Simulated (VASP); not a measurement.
# Ba3Sm (I4/mmm) in VASP: notebook

The runs below take Ba3Sm through single point, relaxation of cell and atoms, with PBE+D3(BJ)+U, PBE+D4+U.

Everything below comes from runs of VASP 6.6.1. Logs are shortened: lines on timing, memory, paths and dates and some standing lists are left out, and cuts for length are marked.

### 1 Starting point

Symmetry: I4/mmm, No. 139, tetragonal system. Conventional cell: a = 5.981 Å, b = 5.981 Å, c = 11.851 Å, α = 90.00°, β = 90.00°, γ = 90.00°. Sm (site symmetry 4/mmm) is surrounded by 12 Ba at 4.21 to 4.23 Å. Ba (site symmetry 4/mmm) is surrounded by 8 Ba at 4.21 Å and 4 Sm at 4.23 Å. Ba (site symmetry -4m2) has 4 Sm at 4.21 Å and 8 Ba at 4.21 to 4.23 Å as nearest neighbours.

The cell comes from a database or a generator and needn't be the stable form of this composition.

### 2 Single point, PBE+D3(BJ)+U, collinear spin, ferromagnetic start (atoms moved at random, drawn with an rms of 0.1 Å)

The input, INCAR:

```
PREC = Accurate
ENCUT = 520
EDIFF = 1E-6
ISMEAR = -1
SIGMA = 0.02
LREAL = False
LASPH = True
NELM = 100
ALGO = Normal
ISIF = 2
LWAVE = False
LCHARG = False
ISPIN = 2
MAGMOM = 5 0 0 0
LORBIT = 11
LMAXMIX = 6
LDAU = True
LDAUTYPE = 2
LDAUL = 3 -1
LDAUU = 7 0
LDAUJ = 1 0
LDAUPRINT = 1
GGA = PE
IVDW = 12
NBANDS = 32
```

The input, KPOINTS:

```
Automatic mesh
0
Gamma
  6 6 6
```

The input, POSCAR:

```
Ba3Sm
7.2801
   -0.410796829714      0.410796829714      0.813933737174
    0.410796829714     -0.410796829714      0.813933737174
    0.410796829714      0.410796829714     -0.813933737174
Sm Ba
1 3
Direct
    0.0122920000     -0.0066590000     -0.0041570000
    0.5064060000      0.4894000000      0.0016390000
    0.2479500000      0.7554440000      0.4826010000
    0.7580430000      0.2507490000      0.5100990000
```

Potentials or basis: VASP PAW PBE potentials, release 64 (Sm_3, Ba_sv), 4f in core.

Command:

```console
$ cat potpaw_PBE.64/Sm_3/POTCAR potpaw_PBE.64/Ba_sv/POTCAR > POTCAR
$ mpirun -np 1 vasp_std > vasp.out
```

OUTCAR:

```text
PREC = Accurate
   ENCUT = 520
   EDIFF = 1E-6
   ISMEAR = -1
   LREAL = False
   LASPH = True
   NELM = 100
   ISIF = 2
   ISPIN = 2
   LORBIT = 11
   GGA = PE
   IVDW = 12
 IVDW          = 12

 ion  position               nearest neighbor table
   1  0.012  0.993  0.996-   3 4.08   4 4.16   4 4.17   4 4.20   2 4.21   2 4.22   3 4.23   2 4.24
                             3 4.25   2 4.25
   2  0.506  0.489  0.002-   3 4.09   3 4.11   4 4.19   4 4.19   4 4.19   1 4.21   1 4.22   3 4.23
                             1 4.24   1 4.25   4 4.27   3 4.41
   3  0.248  0.755  0.483-   1 4.08   2 4.09   2 4.11   4 4.12   4 4.17   1 4.23   2 4.23   1 4.25
                             4 4.30   4 4.35   2 4.41
   4  0.758  0.251  0.510-   3 4.12   1 4.16   1 4.17   3 4.17   2 4.19   2 4.19   2 4.19   1 4.20
                             2 4.27   3 4.30   3 4.35

  LATTYP: Found a body centered tetragonal cell.
 ALAT       =     5.9812840000
 C/A-ratio  =     1.9813535020

  Lattice vectors:

 A1 = (  -2.9906420000,   2.9906420000,   5.9255190000)
 A2 = (   2.9906420000,  -2.9906420000,   5.9255190000)
 A3 = (   2.9906420000,   2.9906420000,  -5.9255190000)

Analysis of symmetry for initial positions (statically):
=====================================================================
 Subroutine PRICEL returns:
 Original cell was already a primitive cell.

 Routine SETGRP: Setting up the symmetry group for a
 body centered tetragonal supercell.

 Subroutine GETGRP returns: Found  1 space group operations
 (whereof  1 operations were pure point group operations)
 out of a pool of 16 trial point group operations.

The static configuration has the point symmetry C_1 .

Analysis of symmetry for dynamics (positions and initial velocities):
=====================================================================
 Subroutine PRICEL returns:
 Original cell was already a primitive cell.

 Routine SETGRP: Setting up the symmetry group for a
 body centered tetragonal supercell.

 Subroutine GETGRP returns: Found  1 space group operations
 (whereof  1 operations were pure point group operations)
[... 197 lines left out ...]
  o =  0.0000  v =  0.0000  0.0000  0.0000  0.0000  0.0000  0.0000  0.0000  0.0000  0.0000  0.0000  1.0000  0.0000  0.0000  0.0000      0.0000  0.0000  0.0000  0.0000  0.0000  0.0000  0.0000  0.0000  0.0000  0.0000  0.0000  0.0000  0.0000  0.0000
  o =  0.0000  v =  0.0000  0.0000  0.0000  0.0000  0.0000  0.0000  0.0000  0.0000  0.0000  0.0000  0.0000  1.0000  0.0000  0.0000      0.0000  0.0000  0.0000  0.0000  0.0000  0.0000  0.0000  0.0000  0.0000  0.0000  0.0000  0.0000  0.0000  0.0000
  o =  0.0000  v =  0.0000  0.0000  0.0000  0.0000  0.0000  0.0000  0.0000  0.0000  0.0000  0.0000  0.0000  0.0000  1.0000  0.0000      0.0000  0.0000  0.0000  0.0000  0.0000  0.0000  0.0000  0.0000  0.0000  0.0000  0.0000  0.0000  0.0000  0.0000
  o =  0.0000  v =  0.0000  0.0000  0.0000  0.0000  0.0000  0.0000  0.0000  0.0000  0.0000  0.0000  0.0000  0.0000  0.0000  1.0000      0.0000  0.0000  0.0000  0.0000  0.0000  0.0000  0.0000  0.0000  0.0000  0.0000  0.0000  0.0000  0.0000  0.0000

 number of electron      41.0000000 magnetization       0.0028070

 Free energy of the ion-electron system (eV)
  ---------------------------------------------------
  ext. energy  EPLUGINS =         0.00000000
  ---------------------------------------------------
  free energy    TOTEN  =        -9.49728248 eV

  energy without entropy =       -9.48639630  energy(sigma->0) =       -9.49183939

 E-fermi :   2.0354     XC(G=0):  -7.9917

 val. band max:        2.0351821391   @ k =  -0.1667   0.3333   0.5000
 cond. band min:       2.0363334213   @ k =  -0.1667   0.3333   0.5000
 fundamental gap:      0.0011512822
 Fermi energy:         2.0354240650

 spin component 1

 k-point     1 :       0.0000    0.0000    0.0000
  band No.  band energies     occupation
      1     -40.1232      1.00000
      2     -26.5257      1.00000
      3     -26.4392      1.00000
      4     -26.4145      1.00000
      5     -19.4693      1.00000
      6     -19.4675      1.00000
[... 1673 lines left out ...]
     31       4.5947      0.00000
     32       4.9843      0.00000

 [... further k-points ...]

------------------------ aborting loop because EDIFF is reached ----------------------------------------

 Edisp (eV)   -0.94644

 E8    (eV) :    -0.5384

  FORCE on cell =-STRESS in cart. coord.  units (eV):
  Direction    XX          YY          ZZ          XY          YZ          ZX
  --------------------------------------------------------------------------------------
  -------------------------------------------------------------------------------------
  Total      -1.08347    -1.34231    -1.19493     0.03988     0.13843    -0.02903
  in kB      -8.18866   -10.14488    -9.03101     0.30143     1.04625    -0.21943
  external pressure =       -9.12 kB  Pullay stress =        0.00 kB

 VOLUME and BASIS-vectors are now :
 -----------------------------------------------------------------------------
  energy-cutoff  :      520.00
  volume of cell :      211.99
      direct lattice vectors                 reciprocal lattice vectors
    -2.990642000  2.990642000  5.925519000     0.000000000  0.167188182  0.084380794
     2.990642000 -2.990642000  5.925519000     0.167188182  0.000000000  0.084380794
     2.990642000  2.990642000 -5.925519000     0.167188182  0.167188182  0.000000000

 POSITION                                       TOTAL-FORCE (eV/Angst)
 -----------------------------------------------------------------------------------
      5.91218      0.04424      0.05801         0.062285     -0.046674      0.023260
     -0.04596      0.05576      5.89096         0.017610     -0.048425      0.168603
      2.96102     -0.07445      3.08597         0.009201      0.207899     -0.187585
      0.00839      3.04266      2.95501        -0.089097     -0.112800     -0.004278
 -----------------------------------------------------------------------------------
    total drift:                               -0.000022      0.000035      0.000158

  FREE ENERGIE OF THE ION-ELECTRON SYSTEM (eV)
  ---------------------------------------------------
  free  energy   TOTEN  =       -10.4437180773 eV

  energy  without entropy=      -10.4328318915  energy(sigma->0) =      -10.43827498

 total charge

# of ion       s       p       d       tot
------------------------------------------
    1        2.219   5.857   0.788   8.864
    2        2.069   5.534   0.341   7.944
    3        2.070   5.533   0.345   7.948
    4        2.070   5.533   0.343   7.946
--------------------------------------------------
tot          8.429  22.457   1.817  32.702

 magnetization (x)

# of ion       s       p       d       tot
------------------------------------------
    1        0.000   0.000   0.001   0.001
    2       -0.000   0.000   0.000   0.000
    3        0.000   0.000   0.000   0.000
    4        0.000   0.000   0.000   0.000
--------------------------------------------------
tot          0.000   0.000   0.001   0.001
```

OSZICAR:

```text
N       E                     dE             d eps       ncg     rms          rms(c)
DAV:   1     0.323594713464E+03    0.32359E+03   -0.16697E+04 14344   0.108E+03
DAV:   2     0.170010871155E+02   -0.30659E+03   -0.29839E+03 18672   0.247E+02
DAV:   3    -0.589809650493E+01   -0.22899E+02   -0.22454E+02 21344   0.627E+01
[... 14 lines left out ...]
DAV:  18    -0.949723612448E+01   -0.58294E-04   -0.55620E-04 17240   0.423E-02    0.736E-03
DAV:  19    -0.949725942758E+01   -0.23303E-04   -0.20489E-04 17136   0.253E-02    0.510E-03
DAV:  20    -0.949727181627E+01   -0.12389E-04   -0.12376E-04 17264   0.193E-02    0.342E-03
DAV:  21    -0.949728083427E+01   -0.90180E-05   -0.23623E-04 16272   0.265E-02    0.138E-03
DAV:  22    -0.949728223381E+01   -0.13995E-05   -0.24502E-05 16120   0.873E-03    0.128E-03
DAV:  23    -0.949728248488E+01   -0.25108E-06   -0.33653E-06 13056   0.401E-03
   1 F= -.10443718E+02 E0= -.10438275E+02  d E =-.108862E-01  mag=     0.0013
```

stdout:

```text
POSCAR found type information on POSCAR SmBa
 POSCAR found :  2 types and       4 ions
 scaLAPACK will be used
 LDA part: xc-table for (Slater+PW92), standard interpolation
 POSCAR, INCAR and KPOINTS ok, starting setup
 FFT: planning ... GRIDC
 FFT: planning ... GRID_SOFT
 FFT: planning ... GRID
 WAVECAR not read
 entering main loop
```

Run time: 30 min. Hardware: 1 thread of Intel Xeon 6975P-C (Granite Rapids), shared host; peak memory 1.3 GiB.

Results:

| Property | Result |
| --- | --- |
| Free energy | -10.4437 eV |
| Pressure | -0.9 GPa |
| Largest force | 0.280 eV/Å |
| Band gap on the k mesh | none (metal or under the smearing width) |
| Net moment | 0.00 μB per cell |
| Valence electrons inside the program's atomic spheres | Sm 8.86; Ba 7.94, 7.95 |
| Dispersion energy per atom | -0.237 eV |

Forces in eV/Å, atoms in the order of the input:
```
Sm   0.062 -0.047  0.023
Ba   0.018 -0.048  0.169
Ba   0.009  0.208 -0.188
Ba  -0.089 -0.113 -0.004
```

Levels at points of the mesh, in eV from the Fermi level:
Spin up:
```csv
k point,band 16,band 17,band 18,band 19,band 20,band 21,band 22,band 23,band 24,band 25
"(0.00, 0.00, 0.00)",-13.47,-3.14,-1.08,-0.46,-0.25,-0.24,0.54,0.55,0.65,0.66
"(0.50, 0.00, 0.00)",-13.50,-1.63,-1.22,-0.03,0.00,0.11,0.31,0.33,0.41,0.58
"(0.00, 0.50, 0.00)",-13.49,-1.63,-1.22,-0.10,-0.07,0.12,0.28,0.42,0.55,0.57
"(0.00, 0.50, 0.50)",-13.49,-1.59,-1.26,-0.06,0.02,0.05,0.21,0.40,0.52,0.59
"(0.50, 0.00, 0.50)",-13.49,-1.64,-1.21,-0.09,-0.05,0.11,0.31,0.39,0.53,0.54
"(0.50, 0.50, 0.00)",-13.47,-1.55,-1.03,-0.65,-0.56,0.47,0.54,0.68,0.98,1.13
"(0.00, 0.00, 0.50)",-13.47,-1.55,-1.03,-0.63,-0.57,0.51,0.53,0.66,0.96,1.12
"(0.50, 0.50, 0.50)",-13.53,-1.94,-1.50,-1.07,-1.03,-0.44,-0.43,0.15,0.63,1.40
```
Spin down:
```
           k point  band 17  band 18  band 19  band 20  band 21  band 22  band 23  band 24
(0.00, 0.00, 0.00)    -3.14    -1.08    -0.46    -0.25    -0.24     0.54     0.55     0.65
(0.50, 0.00, 0.00)    -1.63    -1.22    -0.03     0.00     0.11     0.31     0.33     0.41
(0.00, 0.50, 0.00)    -1.63    -1.22    -0.10    -0.07     0.12     0.28     0.42     0.55
(0.00, 0.50, 0.50)    -1.59    -1.26    -0.06     0.02     0.05     0.21     0.40     0.52
(0.50, 0.00, 0.50)    -1.64    -1.21    -0.09    -0.05     0.11     0.32     0.39     0.53
(0.50, 0.50, 0.00)    -1.55    -1.03    -0.65    -0.56     0.47     0.54     0.68     0.98
(0.00, 0.00, 0.50)    -1.55    -1.03    -0.63    -0.57     0.51     0.53     0.66     0.96
(0.50, 0.50, 0.50)    -1.94    -1.50    -1.07    -1.03    -0.44    -0.43     0.15     0.63
```

Eigenvalues of the final occupation matrices:
| site | spin | trace | eigenvalues |
| --- | --- | --- | --- |
| site 1 f | 1 | 0.00 | 0.00 0.00 0.00 0.00 0.00 0.00 0.00 |
| site 1 f | 2 | 0.00 | 0.00 0.00 0.00 0.00 0.00 0.00 0.00 |

Caveat: the magnetic or orbital state may not be the lowest; U is put on an f shell that these potentials keep in the core, so it has next to no effect; spin-orbit coupling is left out, which moves the levels of the heavy elements; the 4f electrons are frozen in the core as for a trivalent ion, so they carry no moment and show no levels; pairwise dispersion overbinds metals, which lowers pressure and volume.

### 3 Relaxation of cell and atoms, PBE+D4+U, collinear spin, random start

This run uses another cell than the first one: it holds 8 atoms, not 4.

The input, INCAR:

```
  PREC = Accurate
  ENCUT = 600
  EDIFF = 1E-6
  ISMEAR = 1
  SIGMA = 0.2
  LREAL = F
  LASPH = T
  NELM = 150
  ALGO = Normal
  ISIF = 3
  LWAVE = F
  LCHARG = F
  ISPIN = 2
  MAGMOM = 0.36 -4.54 0 0 0 0 0 0
  LORBIT = 11
  LMAXMIX = 6
  LDAU = T
  LDAUTYPE = 2
  LDAUL = 3 -1
  LDAUU = 7 0
  LDAUJ = 0 0
  LDAUPRINT = 1
  GGA = PE
  IVDW = 13
  IBRION = 2
  NSW = 40
  EDIFFG = -0.01
```

The input, Ba3Sm.cif:

```cif
data_Ba3Sm
_cell_length_a 5.98128400
_cell_length_b 5.98128400
_cell_length_c 11.85103800
_cell_angle_alpha 90.00000000
_cell_angle_beta 90.00000000
_cell_angle_gamma 90.00000000
_space_group_name_H-M_alt 'I4/mmm'
_space_group_name_Hall '-I 4 2'
_space_group_IT_number 139
loop_
_space_group_symop_operation_xyz
'x,y,z'
'-x,-y,-z'
'-y,x,z'
'y,-x,-z'
'-x,-y,z'
'x,y,-z'
'y,-x,z'
'-y,x,-z'
'x,-y,-z'
'-x,y,z'
'-y,-x,-z'
'y,x,z'
'-x,y,-z'
'x,-y,z'
'y,x,-z'
'-y,-x,z'
'x+1/2,y+1/2,z+1/2'
'-x+1/2,-y+1/2,-z+1/2'
'-y+1/2,x+1/2,z+1/2'
'y+1/2,-x+1/2,-z+1/2'
'-x+1/2,-y+1/2,z+1/2'
'x+1/2,y+1/2,-z+1/2'
'y+1/2,-x+1/2,z+1/2'
'-y+1/2,x+1/2,-z+1/2'
'x+1/2,-y+1/2,-z+1/2'
'-x+1/2,y+1/2,z+1/2'
'-y+1/2,-x+1/2,-z+1/2'
'y+1/2,x+1/2,z+1/2'
'-x+1/2,y+1/2,-z+1/2'
'x+1/2,-y+1/2,z+1/2'
'y+1/2,x+1/2,-z+1/2'
'-y+1/2,-x+1/2,z+1/2'
loop_
_atom_site_label
_atom_site_type_symbol
_atom_site_symmetry_multiplicity
_atom_site_Wyckoff_symbol
_atom_site_fract_x
_atom_site_fract_y
_atom_site_fract_z
_atom_site_occupancy
Sm1 Sm 2 a 0.0000000000 0.0000000000 0.0000000000 1
Ba1 Ba 2 b 0.5000000000 0.5000000000 0.0000000000 1
Ba2 Ba 4 d 0.5000000000 0.0000000000 0.2500000000 1
```

The input, KPOINTS:

```
Automatic mesh
0
Gamma
  5 5 3
```

The input, POSCAR:

```
Sm Ba
 1.0000000000000000
     5.9812839999999996    0.0000000000000000    0.0000000000000000
     0.0000000000000000    5.9812839999999996    0.0000000000000000
     0.0000000000000000    0.0000000000000000   11.8510380000000008
 Sm  Ba 
   2   6
Cartesian
  0.0000000000000000  0.0000000000000000  0.0000000000000000
  2.9906419999999998  2.9906419999999998  5.9255190000000004
  2.9906419999999998  2.9906419999999998  0.0000000000000000
  0.0000000000000000  0.0000000000000000  5.9255190000000004
  2.9906419999999998  0.0000000000000000  2.9627595000000002
  2.9906419999999998  0.0000000000000000  8.8882785000000002
  0.0000000000000000  2.9906419999999998  2.9627595000000002
  0.0000000000000000  2.9906419999999998  8.8882785000000002
```

Potentials or basis: VASP PAW PBE potentials, release 64 (Sm_3, Ba_sv), 4f in core.

Command:

```console
$ ase convert -i cif -o vasp Ba3Sm.cif POSCAR
$ cat potpaw_PBE.64/Sm_3/POTCAR potpaw_PBE.64/Ba_sv/POTCAR > POTCAR
$ mpirun -np 1 vasp_std > vasp.out
```

Wall time 43 min (1 thread of Intel Xeon 6975P-C (Granite Rapids), shared host); peak memory 0.97 GiB.

It converged, with:

```yaml
Free_energy: -20.2599 eV
Relaxed_volume: 50.05 Å³/atom
Relaxed_cell: a = 5.881 Å, b = 5.881 Å, c = 11.578 Å, α = 90.00°, β = 90.00°, γ = 90.00°
Space_group_after_relaxing_to_0.05_Å: I4/mmm (No. 139)
Energy_gained_by_relaxing: 5.8 meV/atom
Ionic_steps: 6
Pressure_after_relaxing: 0.0 GPa
Band_gap_on_the_k_mesh: none (metal or under the smearing width)
Net_moment: 0.00 μB per cell
Valence_electrons_inside_the_program's_atomic_spheres: Sm 8.89; Ba 7.97
Dispersion_energy_per_atom: -0.151 eV
```

The path:
```
step  energy change (eV)  largest force (eV/Å)  pressure (GPa)  volume (Å³)
   1              0.0000                0.0000           -0.60       423.98
   2             -0.0348                0.0000           -0.31       411.86
   3             -0.0460                0.0000           -0.02       401.31
   4             -0.0461                0.0000            0.00       400.47
   5             -0.0462                0.0000            0.00       400.46
   6             -0.0465                0.0001            0.00       400.40
```

Final structure:
```
Sm Ba
1.0
     5.88078    0.00000    0.00000
     0.00000    5.88078    0.00000
     0.00000    0.00000   11.57788
Sm Ba
2 6
Direct
  0.00000 0.00000 0.00000
  0.50000 0.50000 0.50000
  0.50000 0.50000 0.00000
  0.00000 0.00000 0.50000
  0.50000 0.00000 0.25000
  0.50000 0.00000 0.75000
  0.00000 0.50000 0.25000
  0.00000 0.50000 0.75000
```

Levels at points of the mesh, in eV from the Fermi level:
Spin up:
```
           k point  band 38  band 39  band 40  band 41  band 42  band 43  band 44  band 45
(0.00, 0.00, 0.00)    -1.09    -0.52    -0.48    -0.48    -0.25    -0.22     0.15     0.62
```
Spin down:
```csv
k point,band 38,band 39,band 40,band 41,band 42,band 43,band 44,band 45
"(0.00, 0.00, 0.00)",-1.09,-0.52,-0.48,-0.48,-0.25,-0.22,0.15,0.62
```

Eigenvalues of the final occupation matrices:
```
    site  spin  trace                         eigenvalues
site 1 f     1   0.00  0.00 0.00 0.00 0.00 0.00 0.00 0.00
site 1 f     2   0.00  0.00 0.00 0.00 0.00 0.00 0.00 0.00
site 2 f     1   0.00  0.00 0.00 0.00 0.00 0.00 0.00 0.00
site 2 f     2   0.00  0.00 0.00 0.00 0.00 0.00 0.00 0.00
```

Caveat: the magnetic or orbital state may not be the lowest; U is put on an f shell that these potentials keep in the core, so it has next to no effect; spin-orbit coupling is left out, which moves the levels of the heavy elements; the 4f electrons are frozen in the core as for a trivalent ion, so they carry no moment and show no levels; pairwise dispersion overbinds metals, which lowers pressure and volume. The state reached can hang on the start; a lower one may exist.
